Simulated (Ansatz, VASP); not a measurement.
**Sb (Antimony): VASP beside Ansatz**

Wanted: the spread between two codes on one cell, functional and k mesh. The cell is taken from a series of runs on this material, whose earlier steps may have relaxed, scaled, displaced or heated it; both programs get it as it stands.

Main program and level: Ansatz 0.2.0; plane waves, with VASP 6.6.1 beside it; zone-centre phonons at PBE.

### Step 1. The starting structure

Symmetry: R-3m, No. 166, trigonal system. The conventional cell has a = 4.365 Å, b = 4.365 Å, c = 11.415 Å, α = 90.00°, β = 90.00°, γ = 120.00°. Sb has 3 Sb at 2.95 Å nearest.

Coordinates:

```xyz
2
Lattice="2.1826 1.2601 3.8048 -2.1826 1.2601 3.8048 0.0000 -2.5202 3.8048" Properties=species:S:1:pos:R:3 pbc="T T T"
Sb    0.0000    0.0000    2.6657
Sb    0.0000    0.0000    8.7488
```

### Step 2. VASP: zone-centre phonons, PBE

Second derivatives magnify differences that forces hide, and they need a tight electronic threshold.

Lines of VASP's logs that name or quote its potential files are left out, and so is its time.

Input file INCAR:

```
SYSTEM = Sb
PREC = Accurate
ENCUT = 500
EDIFF = 1E-08
NELM = 120
ISMEAR = 1
SIGMA = 0.2
LREAL = .FALSE.
ALGO = Normal
GGA = PE
NBANDS = 11
LORBIT = 11
LWAVE = .FALSE.
LCHARG = .FALSE.
ISIF = 2
IBRION = 8
LASPH = .TRUE.
GGA_COMPAT = .FALSE.
KPAR = 2
```

Input file POSCAR:

```
Sb
1.0
    2.1825647832      1.2601043651      3.8048416299
   -2.1825647832      1.2601043651      3.8048416299
    0.0000000000     -2.5202087303      3.8048416299
Sb
2
Direct
    0.2335376327      0.2335376327      0.2335376327
    0.7664623673      0.7664623673      0.7664623673
```

Input file KPOINTS:

```
Automatic mesh
0
Gamma
15 15 15
0 0 0
```

The projector-augmented-wave data sets are Sb (PBE family, release 64).

Run with:

```console
$ mpirun -np 2 vasp_std
```

Numbers of over 12 decimals in the logs are rounded to 6 here.

Output:

```text
[banner, memory and clock lines left out]
running    2 mpi-ranks, on    1 nodes
 distrk:  each k-point on    1 cores,    2 groups
 distr:  one band on    1 cores,    1 groups

 POSCAR found type information on POSCAR Sb
 POSCAR found :  1 types and       2 ions
 LDA part: xc-table for (Slater+PW92), standard interpolation
 POSCAR, INCAR and KPOINTS ok, starting setup
 FFT: planning ... GRIDC
 FFT: planning ... GRID_SOFT
 FFT: planning ... GRID
 WAVECAR not read
 entering main loop
       N       E                     dE             d eps       ncg     rms          rms(c)
DAV:   1     0.343723727920E+02    0.34372E+02   -0.34908E+03  7568   0.689E+02
DAV:   2    -0.635402535938E+01   -0.40726E+02   -0.39373E+02  9955   0.109E+02
DAV:   3    -0.825298224298E+01   -0.18990E+01   -0.18760E+01  9272   0.266E+01
DAV:   4    -0.827140277997E+01   -0.18421E-01   -0.18416E-01  8622   0.302E+00
DAV:   5    -0.827162097305E+01   -0.21819E-03   -0.21819E-03  8829   0.375E-01    0.284E+00
DAV:   6    -0.827128067590E+01    0.34030E-03   -0.26134E-03  8606   0.366E-01    0.171E+00
DAV:   7    -0.827123223613E+01    0.48440E-04   -0.62066E-03  8264   0.559E-01    0.845E-02
DAV:   8    -0.827135002425E+01   -0.11779E-03   -0.23064E-04  8780   0.966E-02    0.265E-02
DAV:   9    -0.827138220413E+01   -0.32180E-04   -0.49307E-05  8237   0.454E-02    0.523E-03
DAV:  10    -0.827138279404E+01   -0.58991E-06   -0.60981E-06  8869   0.137E-02    0.177E-03
DAV:  11    -0.827138279439E+01   -0.34851E-09   -0.50491E-07  8402   0.495E-03    0.108E-03
DAV:  12    -0.827138307370E+01   -0.27931E-06   -0.75929E-08  8495   0.161E-03    0.192E-04
DAV:  13    -0.827138311159E+01   -0.37891E-07   -0.76832E-09  6008   0.562E-04    0.630E-05
DAV:  14    -0.827138310505E+01    0.65473E-08   -0.75467E-10  4183   0.212E-04
   1 F= -.82713831E+01 E0= -.82722260E+01  d E =0.252877E-02
 Linear response reoptimize wavefunctions to high precision
DAV:   1    -0.827138310286E+01    0.21860E-08   -0.87594E-11  4924   0.777E-05
DAV:   2    -0.827138310287E+01   -0.10004E-10   -0.14904E-11  4060   0.322E-05
 Linear response DOF=           2
 Linear response progress:
  Degree of freedom:   1/  2
       N       E                     dE             d eps       ncg     rms          rms(c)
RMM:   1    -0.250120524266E-01   -0.25012E-01    0.26750E-02 75380   0.114E+00
RMM:   2    -0.248002731673E-01    0.21178E-03   -0.15227E-03 58502   0.231E-01    0.451E-02
RMM:   3    -0.247964457133E-01    0.38275E-05   -0.39055E-05 61989   0.395E-02    0.273E-02
RMM:   4    -0.248393869302E-01   -0.42941E-04   -0.16556E-05 61335   0.229E-02    0.240E-03
RMM:   5    -0.248502104855E-01   -0.10824E-04   -0.16264E-06 63371   0.378E-03    0.101E-03
RMM:   6    -0.248531258909E-01   -0.29154E-05   -0.23552E-07 62919   0.107E-03    0.340E-04
RMM:   7    -0.248526192808E-01    0.50661E-06    0.94618E-08 63889   0.358E-04    0.685E-05
RMM:   8    -0.248525069509E-01    0.11233E-06    0.21518E-08 65119   0.848E-05    0.149E-05
RMM:   9    -0.248525195838E-01   -0.12633E-07    0.12114E-09 64795   0.296E-05    0.221E-06
RMM:  10    -0.248525063649E-01    0.13219E-07    0.46945E-09 66979   0.566E-06    0.118E-06
RMM:  11    -0.248525106649E-01   -0.43000E-08    0.15224E-09 55348   0.328E-06    0.113E-07
 first order change of Fermi-energy  -0.30555E-04
 force on displaced ion       1 direction 1 :  -2.509   0.000   0.000
 Linear response progress:
  Degree of freedom:   2/  2
       N       E                     dE             d eps       ncg     rms          rms(c)
RMM:   1    -0.259654235659E-01   -0.25965E-01    0.23833E-02 14981   0.115E+00
RMM:   2    -0.252460467158E-01    0.71938E-03   -0.14612E-03 11794   0.232E-01    0.469E-02
RMM:   3    -0.251176734496E-01    0.12837E-03   -0.48591E-05 12585   0.440E-02    0.288E-02
RMM:   4    -0.250199825727E-01    0.97691E-04   -0.33806E-05 12282   0.285E-02    0.778E-03
RMM:   5    -0.250286154651E-01   -0.86329E-05   -0.96378E-07 12737   0.607E-03    0.291E-03
RMM:   6    -0.250319193635E-01   -0.33039E-05   -0.94272E-08 12805   0.145E-03    0.683E-04
RMM:   7    -0.250312909451E-01    0.62842E-06    0.36171E-09 12984   0.346E-04    0.261E-04
RMM:   8    -0.250313492833E-01   -0.58338E-07    0.39415E-09 12916   0.152E-04    0.528E-05
RMM:   9    -0.250313493341E-01   -0.50740E-10    0.26824E-10 13308   0.307E-05    0.149E-05
 first order change of Fermi-energy   0.54306E+00
 force on displaced ion       1 direction 3 :   0.000   0.000  -4.993
 Linear response finished
```

Parts of OUTCAR (step 2):

```text
ion  position               nearest neighbor table
   1  0.234  0.234  0.234-   2 2.95   2 2.95   2 2.95   2 3.40   2 3.40   2 3.40
   2  0.766  0.766  0.766-   1 2.95   1 2.95   1 2.95   1 3.40   1 3.40   1 3.40

  LATTYP: Found a trigonal (rhomboedric) cell.
 ALAT       =     4.5638001569
 COS(alpha) =     0.5425843236

 Subroutine GETGRP returns: Found 12 space group operations
 (whereof 12 operations were pure point group operations)

The static configuration has the point symmetry D_3d.

 Found    344 irreducible k-points:

   k-points           NKPTS =    344   k-points in BZ     NKDIM =    344   number of bands    NBANDS=     11

   dimension x,y,z NGX =    36 NGY =   36 NGZ =   36
   dimension x,y,z NGXF=    72 NGYF=   72 NGZF=   72

   ENCUT  =  500.0 eV  36.75 Ry    6.06 a.u.   8.32  8.32  8.32*2*pi/ulx,y,z

   NELECT =      10.0000    total number of electrons

 k-points in reciprocal lattice and weights: Automatic mesh
   0.00000000  0.00000000  0.00000000       0.000
   0.06666667 -0.00000000 -0.00000000       0.002
   0.13333333 -0.00000000 -0.00000000       0.002
   0.20000000  0.00000000  0.00000000       0.002
   0.26666667 -0.00000000 -0.00000000       0.002
   0.33333333 -0.00000000  0.00000000       0.002
   0.40000000  0.00000000  0.00000000       0.002
   0.46666667 -0.00000000  0.00000000       0.002
   0.06666667  0.06666667 -0.00000000       0.002
[...]
0.46666667  0.46666667  0.46666667       0.001
  -0.46666667  0.46666667  0.46666667       0.002

 average (electrostatic) potential at core
       1 -86.3110       2 -86.3110

  Total        0.2137126      0.2137126      0.1988783      0.0000000     -0.0000000     -0.0000000
  in kB        5.4535491      5.4535491      5.0750043      0.0000000     -0.0000000     -0.0000000
  external PRESSURE =       5.3273675 kB  Pullay stress =       0.0000000 kB

  energy-cutoff  :      500.00
  volume of cell :       62.79
      direct lattice vectors                 reciprocal lattice vectors
     2.182564783  1.260104365  3.804841630     0.229088274  0.132264177  0.087607676
    -2.182564783  1.260104365  3.804841630    -0.229088274  0.132264177  0.087607676
     0.000000000 -2.520208730  3.804841630     0.000000000 -0.264528354  0.087607676

 POSITION                                       TOTAL-FORCE (eV/Angst)
 -----------------------------------------------------------------------------------
      0.00000     -0.00000      2.66572         0.000000     -0.000000      0.038154
      0.00000     -0.00000      8.74880         0.000000      0.000000     -0.038154
 -----------------------------------------------------------------------------------
    total drift:                                0.000000     -0.000000      0.000000

 Eigenvectors and eigenvalues of the dynamical matrix
 ----------------------------------------------------

   1 f  =    4.477194 THz    28.131041 2PiTHz  149.343126 cm-1    18.516179 meV
             X         Y         Z           dx          dy          dz
      0.000000 -0.000000  2.665721     0.000000   -0.000000    0.707107
      0.000000 -0.000000  8.748804     0.000000    0.000000   -0.707107

   2 f  =    3.174131 THz    19.943651 2PiTHz  105.877600 cm-1    13.127143 meV
             X         Y         Z           dx          dy          dz
      0.000000 -0.000000  2.665721     0.000000   -0.707107   -0.000000
      0.000000 -0.000000  8.748804     0.000000    0.707107    0.000000

   3 f  =    3.174131 THz    19.943651 2PiTHz  105.877600 cm-1    13.127143 meV
             X         Y         Z           dx          dy          dz
      0.000000 -0.000000  2.665721    -0.707107   -0.000000   -0.000000
      0.000000 -0.000000  8.748804     0.707107   -0.000000   -0.000000

   4 f  =    0.000000 THz     0.000000 2PiTHz    0.000002 cm-1     0.000000 meV
             X         Y         Z           dx          dy          dz
      0.000000 -0.000000  2.665721     0.089872   -0.608759   -0.348332
      0.000000 -0.000000  8.748804     0.089872   -0.608759   -0.348332

   5 f  =    0.000000 THz     0.000000 2PiTHz    0.000001 cm-1     0.000000 meV
             X         Y         Z           dx          dy          dz
      0.000000 -0.000000  2.665721     0.700617    0.061630    0.073057
      0.000000 -0.000000  8.748804     0.700617    0.061630    0.073057

   6 f/i=    0.000000 THz     0.000000 2PiTHz    0.000002 cm-1     0.000000 meV
             X         Y         Z           dx          dy          dz
      0.000000 -0.000000  2.665721    -0.032536   -0.354421    0.611005
      0.000000 -0.000000  8.748804    -0.032536   -0.354421    0.611005

 ELASTIC MODULI CONTR FROM IONIC RELAXATION (kBar)
 Direction    XX          YY          ZZ          XY          YZ          ZX
 --------------------------------------------------------------------------------
 XX        -103.1221    -52.8981   -139.8778     -0.0000     78.3164      0.0000
 YY         -52.8981   -103.1221   -139.8778      0.0000    -78.3164     -0.0000
 ZZ        -139.8778   -139.8778   -250.8111      0.0000      0.0000     -0.0000
 XY          -0.0000      0.0000      0.0000    -25.1120      0.0000     75.4124
 YZ          78.3164    -78.3164      0.0000      0.0000   -244.2445     -0.0000
 ZX           0.0000     -0.0000     -0.0000     75.4124     -0.0000   -226.4669
 --------------------------------------------------------------------------------
```

### Step 3. Ansatz: zone-centre phonons, PBE

Ansatz runs on its default PAW (the set named soft_2) files.

The same cell, functional, mesh and smearing now go to Ansatz, which takes its cutoff from its data sets.

Input file input.yaml:

```yaml
crystal:
  lattice:
    - [2.1825647832, 1.2601043651, 3.8048416299]
    - [-2.1825647832, 1.2601043651, 3.8048416299]
    - [0.0, -2.5202087303, 3.8048416299]
  atoms:
    - { symbol: Sb, position: [0.2335376327, 0.2335376327, 0.2335376327] }
    - { symbol: Sb, position: [0.7664623673, 0.7664623673, 0.7664623673] }
kpoints:
  mp_grid: { grid: [15, 15, 15] }
hamiltonian:
  xc: pbe
scf:
  occupations: { method: methfessel_paxton, width: 0.2 }
output:
  eigenvalues: true
phonons:
  method: dfpt
```

Run with:

```console
$ ansatz run input.yaml --threads 8 --pin off --max-ram 14336MiB --backend cpu --events-out ev --progress --plain --runs-dir out
```

Output:

```text
Engine: ansatz 0.2.0, x86_64-unknown-linux-gnu
Pseudopotentials: kind: paw
Pseudopotential: Sb, paw, valence charge 15, recommended cutoff 420 eV (normal), Sb.paw.azcp
Functional definition: PBE
  parameter kappa = 0.804
  parameter beta = 0.066725
  exchange = pbe_x(kappa = kappa, mu = beta*pi^2/3)
  correlation = pbe_c(beta = beta)
Crystal: 2 atoms, lattice volume = 62.786 Å³
Basis set: ecut = 420 eV, 1231 PW (Γ), exchange–correlation on 64×64×64 points (8 copies of the dense FFT grid, shifted against one another)
Bands: 19, of which v1, the nominal top of the filled ones, is band 15 counted from 1 (14 counted from 0)
Symmetry: 12 space group operations
k-points: 904 of 3375 (irreducible under 2 space group operations, time reversal used)
Non-local potential: Sb, projectors of the file, l = 0: 2, l = 1: 2, l = 2: 2, l = 3: 2
PAW form: soft (Blöchl's): semilocal exchange-correlation on the pseudo side does not see the compensation charge
PAW one-centre angular grid: Sb, 590 points (default); XC on 64 Gauss nodes
Initial density: superposition of atomic densities (neutral atoms: chi_scale 0, normalization atom), corrected by the library's trained network
Initial wavefunctions: pseudopotential atomic-orbital guess
Functional: x = pbe(κ = 0.804, μ = 0.219515), c = pbe(β = 0.066725)
SCF iter   1: F=—  HF=-12968.975979 eV  |F-HF|=—  |Δ(HF+E_count)|=         —  Δρ=1.83e-3  dr2=2.30e-3  ethr=1.77e-3  ⟨swp⟩=5.7  Hψ=83503  notcnv=0
preconditioner: auto → Kerker (q_TF=auto, 2.412 Å⁻¹)  [metal: Δε(μ)=0.073 eV  Ē_g=8.476 eV  σ=0.200 eV  W_gap=0.30  n_scr=14 (ndim 8)  ℏωp=14.8 eV  f_vac=0.004  D(μ)=0.09/eV (n_scr^D=0)]
SCF iter   2: F=—  HF=-12968.974314 eV  |F-HF|=—  |Δ(HF+E_count)|=   1.67e-3  S|Δr|=    0.00e0  Δρ=1.02e-3  dr2=5.79e-4  ethr=7.66e-6  ⟨swp⟩=2.8  Hψ=39286  notcnv=0
SCF iter   3: F=—  HF=-12968.974408 eV  |F-HF|=—  |Δ(HF+E_count)|=   9.43e-5  S|Δr|=    0.00e0  Δρ=3.28e-4  dr2=6.21e-5  ethr=1.93e-6  ⟨swp⟩=3.0  Hψ=30853  notcnv=0
SCF iter   4: F=—  HF=-12968.974413 eV  |F-HF|=—  |Δ(HF+E_count)|=   4.79e-6  S|Δr|=    0.00e0  Δρ=1.13e-4  dr2=9.70e-6  ethr=2.07e-7  ⟨swp⟩=3.0  Hψ=30775  notcnv=0
SCF iter   5: F=—  HF=-12968.974416 eV  |F-HF|=—  |Δ(HF+E_count)|=   3.31e-6  S|Δr|=    0.00e0  Δρ=3.03e-5  dr2=1.13e-6  ethr=3.23e-8  ⟨swp⟩=3.0  Hψ=30953  notcnv=0
SCF iter   6: F=—  HF=-12968.974417 eV  |F-HF|=—  |Δ(HF+E_count)|=   7.18e-7  S|Δr|=    0.00e0  Δρ=1.13e-5  dr2=9.20e-8  ethr=3.76e-9  ⟨swp⟩=2.0  Hψ=21717  notcnv=0
SCF iter   7: F=—  HF=-12968.974417 eV  |F-HF|=—  |Δ(HF+E_count)|=   4.28e-8  S|Δr|=    0.00e0  Δρ=2.84e-6  dr2=5.82e-9  ethr=3.07e-10  ⟨swp⟩=3.0  Hψ=31474  notcnv=0
SCF iter   8: F=—  HF=-12968.974417 eV  |F-HF|=—  |Δ(HF+E_count)|=   2.62e-9  S|Δr|=    0.00e0  Δρ=8.08e-7  dr2=8.09e-10  ethr=1.94e-11  ⟨swp⟩=3.0  Hψ=31894  notcnv=0
SCF iter   9: F=—  HF=-12968.974417 eV  |F-HF|=—  |Δ(HF+E_count)|=  2.40e-10  S|Δr|=    0.00e0  Δρ=2.97e-7  dr2=9.94e-11  ethr=2.70e-12  ⟨swp⟩=2.0  Hψ=21928  notcnv=0
SCF iter  10: F=-12968.974417 eV  HF=-12968.974417 eV  |F-HF|=5.46e-12  |Δ(HF+E_count)|=  5.28e-11  S|Δr|=    0.00e0  Δρ=7.78e-8  dr2=4.61e-12  ethr=1.00e-12  ⟨swp⟩=5.0  Hψ=75343  notcnv=0
SCF 1 converged in 10 iterations: F = -12968.974417 eV  dr2 = 4.61e-12
  greatest PAW one-centre occupation: 0.996 electrons in one spin orbital (limit 2), on the Sb atom at site 1 (counted from 0), in its partial waves of l = 2
DFPT response loops at Γ: preconditioner auto → Kerker (q_TF=auto, 2.412 Å⁻¹) (partly filled bands, converged f_vac=0.004); β = 1.00, the filter's whole step (`scf.mixing.beta` (0.50) is not read by the response loops under this deck's `scf.mixing.preconditioner`; to damp them name `kerker` or `kerker_dos`, under which they read `scf.mixing.beta`, and type it under 1.00, their step now; both keys bind the ground state too); Broyden in place of MSR1
SCF converged after 10 iterations
Stability not checked: this state was not tested for a lower state beside it, because cold or Methfessel-Paxton smearing, or corrected tetrahedra, fill the levels in a way that the test cannot read (fill_not_monotonic; see scf.lower_state_search)
Free energy (F): -12968.974417 eV
Harris-Foulkes:  -12968.974417 eV  (|F-HF|=5.46e-12)
Internal energy: -12968.976917 eV  (E = F + TS)
E sigma→0 (E₀):  -12968.975042 eV
Entropy (-TS):   0.002500 eV (1.250 meV/atom)
Fermi energy:    9.502657 eV
Step filling:    the computed levels leave a gap of 0.0065 eV = 0.0 smearing widths at the electron count; against every level under it full and every level over it empty, smearing changes F+E_penalty+E_count by +0.449 meV and its σ→0 estimate by -0.176 meV
--- Per-component energies (eV) ---
  E_band       = -353.656503
  E_kinetic    = 413.024041
  E_local      = -3252.858794  (includes V_loc(G=0)·N_el)
  E_nonlocal   = 724.078133
  E_hartree    = 1471.154299
  E_xc         = -276.512455
  E_vxc        = -191.969307  (∫ρ·V_xc dr)
  E_paw        = -9150.340217  (= ΣΔE_a)
  E_vpaw       = -988.239143  (= ΣTr[D̂ρ^β])
  E_aug_tail   = -0.000003  (compensation charges beyond the density's cutoff)
  E_ewald      = -2897.521921
  E_smearing   = 0.002500  (= −TS)
  E_closure    = -0.000000  (closes the sum)
  Σ components = -12968.974417   (vs F -12968.974417, Δ=0.00e0)
--- Band table (eV; the first three rows and the last of 904) ---
  k-point 0: bands = [... 11 lower, 4.4978, 7.5435, 7.7817, 7.7817, 11.5694, 12.1419, 12.1419, 14.6783]
  k-point 1: bands = [... 11 lower, 4.2991, 7.5676, 7.7704, 7.8440, 11.5511, 12.0024, 12.0268, 14.4283]
  k-point 2: bands = [... 11 lower, 3.7847, 7.5826, 7.7413, 8.0276, 11.4129, 11.6604, 11.7117, 14.1474]
  k-point 903: bands = [... 11 lower, 0.7102, 7.4984, 8.0743, 9.1460, 9.7892, 9.9007, 11.1414, 16.2308]
--- Phonons (Γ-DFPT): 2 representative perturbations + reference, on 904 of 3375 k-points (Σ response iterations 6) ---
  k mesh reduced under 2 symmetry operations, with k and −k counted as one. Each operation leaves every solved perturbation unchanged. A smaller set is not used because it would not reduce the number of displacements times k-points to solve
  ASR residual: 3.037e-5 → 0.000e0 eV/Å²; symmetrization residual: 1.106e-5 eV/Å²
  ASR residual per site (eV/Å²): 3.04e-5 3.04e-5
  Γ frequencies (cm⁻¹): 0.00 0.00 0.00 103.97 103.97 147.49
  non-analytic LO–TO correction: not included (Born effective charges unavailable; polar crystals: no LO–TO splitting at Γ)
```

### Step 4. Side by side

Known differences besides the potentials themselves: the data sets hold 30 valence electrons in Ansatz (on its default PAW (the set named soft_2) files) and 10 in VASP; the cutoff is 420 eV in Ansatz and 500 eV in VASP. Total energies have different zeros and are not compared.

Both answers:

| quantity | Ansatz | VASP | difference |
| --- | --- | --- | --- |
| optical mode 1 to 2 (cm⁻¹) | 104.0 | 105.9 | -1.80 % |
| optical mode 3 (cm⁻¹) | 147.5 | 149.3 | -1.24 % |

Modes are paired by rising frequency, not by their patterns, so a pair may set unlike modes beside each other; they are those without the splitting of longitudinal modes.

### Step 5. Results

| Item | Value |
| --- | --- |
| r.m.s. difference of the optical zone-centre modes, each program's sorted by frequency (zone-centre phonons, PBE) | 1.9 cm⁻¹ |
| difference in optical mode 1 to 2 (zone-centre phonons, PBE) | -1.8 % |

The r.m.s. difference of the optical zone-centre modes, each program's sorted by frequency is 1.9 cm⁻¹ (zone-centre phonons, PBE). The data sets hold unlike numbers of valence electrons (30 in Ansatz and 10 in VASP), so part of the differences comes from the potentials. Among the rows given in per cent, the largest difference of the zone-centre phonons, PBE pair is in optical mode 1 to 2, -1.8 %. How closely two codes agree says nothing of how well the functional describes the real material.

[Lines on the potential files, build, host, timing and source positions are cut from VASP's logs without a mark.]

[Logs are printed without paths, hosts, clocks, repeated set-up lines and the standing remarks that a program may print on its own settings, such as how far it seeks lower states.]

[Hosts, paths, dates, database ids (printed as entryN), source tags and the programs' standing remarks are cut or masked in the printed files.]
